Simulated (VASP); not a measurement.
An input for Ansatz (written as the equivalent of a VASP run, and not itself run):

Ansatz 0.2 input:
```yaml
crystal:
  lattice:
    - [0.0000000, 3.5000000, 3.5000000]
    - [3.5000000, 0.0000000, 3.5000000]
    - [3.5000000, 3.5000000, 0.0000000]
  atoms:
    - { symbol: Ba, position: [0.0000000, 0.0000000, 0.0000000] }
    - { symbol: Te, position: [0.5000000, 0.5000000, 0.5000000] }
kpoints:
  mp_grid: { grid: [5, 5, 5] }
hamiltonian:
  xc: pbe
  pseudopotentials: { kind: paw }
scf:
  occupations: { method: gaussian, width: 0.05 }
  max_iter: 100
output: { forces: true, stress: true, eigenvalues: true }
```

Task: Translate this input to VASP (INCAR, KPOINTS, POSCAR, choice of POTCAR).

Result: One answer among several that fit: 
**KPOINTS**
```
Automatic mesh
0
Gamma
5 5 5
0 0 0
```

### POSCAR
```
BaTe
1
    0.0000000000     3.5000000000     3.5000000000
    3.5000000000     0.0000000000     3.5000000000
    3.5000000000     3.5000000000     0.0000000000
Ba Te
1 1
Direct
  0.0000000000   0.0000000000   0.0000000000
  0.5000000000   0.5000000000   0.5000000000
```

### INCAR
```
! general
SYSTEM  = BaTe
PREC    = Accurate
ENCUT   = 400
LREAL   = .FALSE.
LASPH   = .TRUE.

! electronic loop
EDIFF   = 1E-6
NELM    = 100
ALGO    = Normal
LMAXMIX = 4

! smearing
ISMEAR  = 0
SIGMA   = 0.05

! functional
GGA     = PE

! ions
ISIF    = 2

! output
LWAVE   = .FALSE.
LCHARG  = .FALSE.
```

POTCAR, in this order: Ba_sv Te (PBE.64 set). Program: vasp_std.

The two are equivalent in intent, not identical: each code has its own PAW files, so the cut-off isn't converted (ENCUT is set for VASP's; basis.ecutwfc is left out, and Ansatz then takes the one that its files recommend); Ansatz stops its SCF on the density residual and VASP on the energy change (EDIFF).

The compound is BaTe in the rock salt structure. The cell was not relaxed at this level.
